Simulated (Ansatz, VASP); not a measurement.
**Cross-check of SiC between VASP and Ansatz**

One calculation is typed for both programs; each brings its own data sets. How far apart do they land? The cell is taken from a series of runs on this material, whose earlier steps may have relaxed, scaled, displaced or heated it; both programs get it as it stands.

Main program and level: Ansatz 0.2.0; plane waves, with VASP 6.6.1 beside it; zone-centre phonons at LDA.

## (1) Starting point

Symmetry: P6_3mc, No. 186, hexagonal system. The conventional cell has a = 3.065 Å, b = 3.065 Å, c = 9.812 Å, α = 90.00°, β = 90.00°, γ = 120.00°. Nearest to C lie 4 Si at 1.86 to 1.87 Å. Nearest to C lie 4 Si at 1.85 to 1.87 Å. Nearest to Si lie 4 C at 1.86 to 1.87 Å. Nearest to Si lie 4 C at 1.85 to 1.87 Å. Farther neighbours are not listed.

Coordinates:

```cif
data_structure
_symmetry_space_group_name_H-M 'P 1'
_symmetry_Int_Tables_number 1
_cell_length_a 3.0649
_cell_length_b 3.0649
_cell_length_c 9.8119
_cell_angle_alpha 90.000
_cell_angle_beta 90.000
_cell_angle_gamma 120.000
_cell_volume 79.82
loop_
_atom_site_label
_atom_site_type_symbol
_atom_site_fract_x
_atom_site_fract_y
_atom_site_fract_z
_atom_site_occupancy
C1 C 0.66667 0.33333 0.74909 1
C2 C 0.33333 0.66667 0.24909 1
C3 C 0.00000 0.00000 0.49982 1
C4 C 0.00000 0.00000 0.99982 1
Si5 Si 0.66667 0.33333 0.93845 1
Si6 Si 0.33333 0.66667 0.43845 1
Si7 Si 0.00000 0.00000 0.68864 1
Si8 Si 0.00000 0.00000 0.18864 1
```

## (2) Ansatz: zone-centre phonons, LDA

Ansatz runs on its PAW soft_1 files.

Second derivatives magnify differences that forces hide, and they need a tight electronic threshold.

Input file input.yaml:

```yaml
crystal:
  lattice:
    - [3.0649003772, 0.0, 0.0]
    - [-1.5324501886, 2.6542815867, 0.0]
    - [0.0, 0.0, 9.8119453412]
  atoms:
    - { symbol: C, position: [0.6666666654, 0.3333333346, 0.7490913791] }
    - { symbol: C, position: [0.3333333346, 0.6666666654, 0.2490913791] }
    - { symbol: C, position: [-1.4e-09, 1.4e-09, 0.4998166065] }
    - { symbol: C, position: [1.4e-09, -1.4e-09, -0.0001833935] }
    - { symbol: Si, position: [0.6666666681, 0.3333333319, 0.9384477093] }
    - { symbol: Si, position: [0.3333333319, 0.6666666681, 0.4384477093] }
    - { symbol: Si, position: [-1.1e-09, 1.1e-09, 0.688643305] }
    - { symbol: Si, position: [1.1e-09, -1.1e-09, 0.188643305] }
kpoints:
  mp_grid: { grid: [9, 9, 4] }
hamiltonian:
  xc: lda
  pseudopotentials: { kind: paw, azcp: { folder: soft_1 }, xc_functional: pbe }
scf:
  occupations: { method: fixed }
output:
  eigenvalues: true
phonons:
  method: dfpt
  dielectric: true
  rigid_motions: translations
```

Launch:

```
$ ansatz run input.yaml --threads 8 --pin off --max-ram 16384MiB --backend cpu --events-out ev --progress --plain --runs-dir out
```

Numbers of over 12 decimals in the logs are rounded to 6 here.

The program printed:

```text
Engine: ansatz 0.2.0, aarch64-unknown-linux-gnu
Pseudopotentials: kind: paw
Pseudopotential: C, paw, valence charge 4, recommended cutoff 420 eV (normal), soft_1/C.paw.azcp
Pseudopotential: Si, paw, valence charge 4, recommended cutoff 420 eV (normal), soft_1/Si.paw.azcp
Functional definition: SPW92
  exchange = slater_x
  correlation = pw_c
Crystal: 8 atoms, lattice volume = 79.821 Å³
Basis set: ecut = 420 eV, 1581 PW (Γ), exchange–correlation on 48×48×144 points (8 copies of the dense FFT grid, shifted against one another)
Bands: 24, of which v1, the nominal top of the filled ones, is band 16 counted from 1 (15 counted from 0)
Symmetry: 12 space group operations
k-points: 95 of 324 (irreducible under 2 space group operations, time reversal used)
Non-local potential: C, projectors of the file, l = 0: 2, l = 1: 2, l = 2: 1
Non-local potential: Si, projectors of the file, l = 0: 2, l = 1: 2, l = 2: 1
PAW form: soft (Blöchl's): semilocal exchange-correlation on the pseudo side does not see the compensation charge
PAW frozen core: C, regenerated for the run's functional, and the local potential with it (the file was generated under x = pbe(κ = 0.804, μ = 0.219515), c = pbe(β = 0.066725))
PAW frozen core: Si, regenerated for the run's functional, and the local potential with it (the file was generated under x = pbe(κ = 0.804, μ = 0.219515), c = pbe(β = 0.066725))
PAW one-centre angular grid: C, 110 points (default); XC on 64 Gauss nodes
PAW one-centre angular grid: Si, 110 points (default); XC on 64 Gauss nodes
Initial density: superposition of atomic densities (chi_scale 0.1, normalization cell, long waves kept (reshape's long-wave potential 0.00 eV rms))
Initial wavefunctions: pseudopotential atomic-orbital guess
Functional: x = slater, c = lda
SCF iter   1: F=—  HF=-3415.364234 eV  |F-HF|=—  |Δ(HF+E_count)|=         —  Δρ=1.45e-1  dr2=2.01e1  ethr=3.10e-3  ⟨swp⟩=5.0  Hψ=10552  notcnv=0  defer=520
preconditioner: auto → none  [insulator: Δε(μ)=4.201 eV  Ē_g=13.056 eV  n_scr=6 (ndim 8)  ℏωp=23.5 eV  f_vac=0.000  ε∞_Penn≈4.2]
SCF iter   2: F=—  HF=-3409.181549 eV  |F-HF|=—  |Δ(HF+E_count)|=    6.18e0  Δρ=5.01e-2  dr2=1.27e0  ethr=3.10e-3  ⟨swp⟩=4.1  Hψ=6397  notcnv=0  defer=553
SCF iter   3: F=—  HF=-3408.805848 eV  |F-HF|=—  |Δ(HF+E_count)|=   3.76e-1  Δρ=1.88e-2  dr2=1.45e-1  ethr=3.10e-3  ⟨swp⟩=2.5  Hψ=4391  notcnv=0  defer=555
SCF iter   4: F=—  HF=-3408.772618 eV  |F-HF|=—  |Δ(HF+E_count)|=   3.32e-2  Δρ=1.55e-3  dr2=1.03e-3  ethr=4.54e-4  ⟨swp⟩=2.4  Hψ=2716  notcnv=0  defer=570
SCF iter   5: F=—  HF=-3408.772849 eV  |F-HF|=—  |Δ(HF+E_count)|=   2.31e-4  Δρ=3.20e-4  dr2=1.34e-4  ethr=3.21e-6  ⟨swp⟩=2.0  Hψ=3566  notcnv=0  defer=570
SCF iter   6: F=—  HF=-3408.772816 eV  |F-HF|=—  |Δ(HF+E_count)|=   3.26e-5  Δρ=1.22e-4  dr2=8.94e-6  ethr=4.17e-7  ⟨swp⟩=2.1  Hψ=3301  notcnv=0  defer=533
SCF iter   7: F=—  HF=-3408.772817 eV  |F-HF|=—  |Δ(HF+E_count)|=   1.35e-6  Δρ=2.04e-5  dr2=2.63e-7  ethr=2.80e-8  ⟨swp⟩=2.2  Hψ=3028  notcnv=0  defer=366
SCF iter   8: F=—  HF=-3408.772817 eV  |F-HF|=—  |Δ(HF+E_count)|=   7.58e-7  Δρ=5.06e-6  dr2=2.52e-8  ethr=8.20e-10  ⟨swp⟩=2.1  Hψ=3368  notcnv=0  defer=296
SCF iter   9: F=—  HF=-3408.772817 eV  |F-HF|=—  |Δ(HF+E_count)|=   4.92e-9  Δρ=1.58e-6  dr2=1.10e-9  ethr=7.88e-11  ⟨swp⟩=2.1  Hψ=3264  notcnv=0  defer=296
SCF iter  10: F=-3408.772817 eV  HF=-3408.772817 eV  |F-HF|=2.73e-12  |Δ(HF+E_count)|=  2.04e-10  Δρ=4.04e-7  dr2=4.38e-11  ethr=1.00e-12  ⟨swp⟩=16.9  Hψ=18298  notcnv=0
SCF 1 converged in 10 iterations: F = -3408.772817 eV  dr2 = 4.38e-11
  greatest PAW one-centre occupation: 0.644 electrons in one spin orbital (limit 2), on the C atom at site 1 (counted from 0), in its partial waves of l = 0
NSCF: frozen V_eff on 4 k-points
DFPT response loops at Γ: preconditioner auto → Resta (q_TF=auto, 2.343 Å⁻¹)  ε∞=5.3 (no band partly filled); β = 1.00, the filter's whole step (`scf.mixing.beta` (0.50) is not read by the response loops at its default; to damp them type it under 1.00, their step now; it binds the ground state too); Broyden in place of MSR1
── the response to a field inside a basis, on 10×10×4 k-points: an SCF that follows is theirs, and a resumed run solves both again ──
Bands: 17, of which v1, the nominal top of the filled ones, is band 16 counted from 1 (15 counted from 0)
k-points: 60 of 400 (irreducible under 4 space group operations, time reversal used)
Initial density: handed on by an earlier stage of this run
Initial wavefunctions: pseudopotential atomic-orbital guess (no wavefunctions were taken with the density)
Eigensolver: Dense (60 Hₖ)
SCF iter   1: F=—  HF=-3408.763158 eV  |F-HF|=—  |Δ(HF+E_count)|=         —  Δρ=1.29e-4  dr2=3.06e-6  ethr=1.00e-1
preconditioner: auto → none  [insulator: Δε(μ)=2.300 eV  Ē_g=9.848 eV  n_scr=6 (ndim 8)  ℏωp=23.5 eV  f_vac=0.000  ε∞_Penn≈6.7]
SCF iter   2: F=—  HF=-3408.763159 eV  |F-HF|=—  |Δ(HF+E_count)|=   5.62e-7  Δρ=6.25e-5  dr2=6.78e-7  ethr=9.57e-9
SCF iter   3: F=-3408.763159 eV  HF=-3408.763159 eV  |F-HF|=2.93e-8  |Δ(HF+E_count)|=   2.63e-7  Δρ=4.04e-6  dr2=3.41e-8  ethr=2.12e-9
SCF 1 converged in 3 iterations: F = -3408.763159 eV  dr2 = 3.41e-8
DFPT response loops at Γ: preconditioner auto → Resta (q_TF=auto, 2.343 Å⁻¹)  ε∞=5.1 (no band partly filled); β = 1.00, the filter's whole step (`scf.mixing.beta` (0.50) is not read by the response loops at its default; to damp them type it under 1.00, their step now; it binds the ground state too); Broyden in place of MSR1
SCF converged after 10 iterations
Free energy (F): -3408.772817 eV
Harris-Foulkes:  -3408.772817 eV  (|F-HF|=2.73e-12)
Internal energy: -3408.772817 eV  (E = F + TS)
E sigma→0 (E₀):  -3408.772817 eV
Fermi energy:    9.884113 eV
--- Per-component energies (eV) ---
  E_band       = 119.909493
  E_kinetic    = 540.954740
  E_local      = -381.209594  (includes V_loc(G=0)·N_el)
  E_nonlocal   = 190.269964
  E_hartree    = 125.723315
  E_xc         = -422.139515
  E_vxc        = -438.149000  (∫ρ·V_xc dr)
  E_paw        = -2310.940362  (= ΣΔE_a)
  E_vpaw       = -43.403413  (= ΣTr[D̂ρ^β])
  E_aug_tail   = 0.000188  (compensation charges beyond the density's cutoff)
  E_ewald      = -1152.020207
  E_core_change = 0.588653  (= ΣΔE_core)
  E_smearing   = -0.000000  (= −TS)
  E_closure    = 0.000000  (closes the sum)
  Σ components = -3408.772817   (vs F -3408.772817, Δ=0.00e0)
--- Band table (eV; the first three rows and the last of 95) ---
  k-point 0: bands = [... 12 lower, 9.0720, 9.7064, 9.7064, 9.8841, 14.7843, 15.3938, 16.1030, 16.5519, ... 4 higher]
  k-point 1: bands = [... 12 lower, 9.2547, 9.4793, 9.6455, 9.6455, 14.8406, 15.2377, 16.2986, 16.6507, ... 4 higher]
  k-point 2: bands = [... 12 lower, 9.4800, 9.4800, 9.4800, 9.4800, 15.0029, 15.0029, 16.5943, 16.5943, ... 4 higher]
  k-point 94: bands = [... 12 lower, 6.5011, 6.5011, 8.4564, 8.4564, 14.1116, 14.1116, 15.5063, 15.5063, ... 4 higher]
--- Phonons (Γ-DFPT): 8 representative perturbations + reference, on 95 of 324 k-points (Σ response iterations 25) ---
  k mesh reduced under 2 symmetry operations, with k and −k counted as one. Each operation leaves every solved perturbation unchanged. A smaller set is not considered because the run solves the response to a homogeneous field
  ASR residual: 1.002e-4 → 0.000e0 eV/Å²; symmetrization residual: 3.271e-6 eV/Å²
  ASR residual per site (eV/Å²): 7.24e-5 7.24e-5 1.00e-4 1.00e-4 5.35e-5 5.35e-5 6.05e-5 6.05e-5
  Γ frequencies (cm⁻¹): 0.00 0.00 0.00 191.37 191.37 201.13 201.13 257.50 257.50 412.58 422.52 620.10 784.38 784.38 789.60 789.60 798.84 798.84 806.86 806.86 811.30 871.66 942.96 952.34
  ε∞ (high-frequency dielectric tensor):
        6.961309    -0.000000     0.000000
       -0.000000     6.961309     0.000000
        0.000000     0.000000     7.133440
  ε⁰ (static dielectric tensor: ions relaxed, cell fixed):
       10.315547    -0.000000    -0.000000
       -0.000000    10.315547     0.000000
       -0.000000     0.000000    10.700308
  ε⁰ − ε∞ (ionic part):
        3.354238    -0.000000    -0.000000
       -0.000000     3.354238    -0.000000
       -0.000000    -0.000000     3.566868
  softest optical mode at Γ: 191.37 cm⁻¹; the repairs (sum rule, projections) moved no ω² at Γ by more than (2.01 cm⁻¹)²
  Born effective charges Z* (e; rows j = field, columns β = displacement):
    site 0:
        -2.75273    0.00000   -0.00000
        -0.00000   -2.75273   -0.00000
         0.00000   -0.00000   -2.78675
    site 1:
        -2.75273    0.00000   -0.00000
         0.00000   -2.75273   -0.00000
        -0.00000   -0.00000   -2.78675
    site 2:
        -2.70554   -0.00000   -0.00000
         0.00000   -2.70554   -0.00000
        -0.00000   -0.00000   -2.86488
    site 3:
        -2.70554    0.00000   -0.00000
         0.00000   -2.70554   -0.00000
        -0.00000   -0.00000   -2.86488
    site 4:
         2.72519   -0.00000    0.00000
        -0.00000    2.72519    0.00000
         0.00000    0.00000    2.65536
    site 5:
[...]
site 6:
[...]
site 7:
[...]
Z* charge neutrality: 9.330e-3 e pre-enforcement
  solved inside a basis spanned on kpoints, on 10×10×4 k-points, its susceptibility summed on 14×14×4: ε∞ is read to err by 2.5e-2, Z* by 1.6e-2 e (field_mesh: kpoints solves on kpoints); Z* is corrected for what the basis lacks
  optical modes at Γ without the LO–TO term, one row a degenerate level:
      ω (cm⁻¹)  modes    IR ((D/Å)²/amu)
[...]
optical modes at Γ + LO–TO along q̂ = [1.0000, 0.0000, 0.0000]:
      ω (cm⁻¹)  modes    IR ((D/Å)²/amu)
[...]
optical modes at Γ + LO–TO along q̂ = [0.0000, 1.0000, 0.0000]:
      ω (cm⁻¹)  modes    IR ((D/Å)²/amu)
[...]
optical modes at Γ + LO–TO along q̂ = [0.0000, 0.0000, 1.0000]:
      ω (cm⁻¹)  modes    IR ((D/Å)²/amu)
[...]
784.38      2             0.0252
        789.60      2             0.0000
        798.84      2             0.0000
        806.86      2           163.3784
        871.42      1             0.0498
        942.96      1             0.0000
        952.34      1             0.0000
        993.30      1            87.5896
```

In the SCF lines HF is the Harris–Foulkes energy and dr2 the Hartree energy of the density residual, in eV; the loop may stop once dr2 is under the threshold and the program's other checks hold. Hψ counts applications of the Hamiltonian.

(Part 1 of 3 ends here.)

[Lines on the potential files, build, host, timing and source positions are cut from VASP's logs without a mark.]

[Logs are printed without paths, hosts, clocks, repeated set-up lines and the standing remarks that a program may print on its own settings, such as how far it seeks lower states.]

[Hosts, paths, dates, database ids (printed as entryN), source tags and the programs' standing remarks are cut or masked in the printed files.]
